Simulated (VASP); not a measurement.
Method: PBEsol GGA, VASP's PBE PAW potentials (set 64) (plane waves; VASP).

VASP input:

**KPOINTS**
```
Regular mesh
0
Gamma
11 11 4
0 0 0
```

**INCAR**
```
SYSTEM = Al2Au2
PREC = Accurate
ENCUT = 400
EDIFF = 1E-6
NELM = 100
ALGO = Normal
LREAL = .FALSE.
LASPH = .TRUE.
ISMEAR = 1
SIGMA = 0.1
GGA = PS
LMAXMIX = 6
LWAVE = .FALSE.
LCHARG = .FALSE.
IBRION = 2
ISIF = 3
NSW = 60
EDIFFG = -0.02
```

### POSCAR
```
Al2Au2
1
   -0.0000000000     2.1520403650     2.1520403650
    2.1520403650    -0.0000000000     2.1520403650
    7.6755054981     7.6755054981     0.9326559618
Au Al
2 2
Direct
  0.0194988990   0.0194988990   0.9853758257
  0.9805011010   0.9805011010   0.2646241743
  0.0060205032   0.0060205032   0.4954846226
  0.9939794968   0.9939794968   0.7545153774
```

POTCAR, in this order: Au Al (PBE.64 set). Program: vasp_std.

Unless said otherwise, spin-orbit coupling is left out, though it shifts the bands of the heavy elements here.

Estimate the energy per atom (σ→0), volume per atom, band gap (on the k-mesh).

```
Quantity                                                    Result
------------------------  ----------------------------------------
energy per atom (σ→0)                               -4.214 eV/atom
band gap (on the k-mesh)  none (metal, semimetal or under 0.01 eV)
volume per atom                                      16.73 Å³/atom
```

File OSZICAR:
```
...
   4 F= -.16854155E+02 E0= -.16854172E+02  d E =-.649111E-04
       N       E                     dE             d eps       ncg     rms          rms(c)
DAV:   1    -0.168542694285E+02   -0.11365E-03   -0.21560E-03  5056   0.391E-01    0.582E-02
DAV:   2    -0.168541894041E+02    0.80024E-04   -0.43712E-04  5670   0.190E-01    0.274E-02
DAV:   3    -0.168541816086E+02    0.77955E-05   -0.29650E-05  5174   0.367E-02    0.149E-02
DAV:   4    -0.168541796155E+02    0.19931E-05   -0.28508E-06  4776   0.123E-02    0.774E-03
DAV:   5    -0.168541790877E+02    0.52783E-06   -0.53904E-07  2528   0.538E-03
   5 F= -.16854179E+02 E0= -.16854171E+02  d E =-.885130E-04
```

The structure was generated: Al2Au2 was put into an ordered model structure (R-3m), which need not be its known phase. This run relaxes it. Symmetry was kept, so distortions that lower it aren't found. The start is the result of an earlier pass.
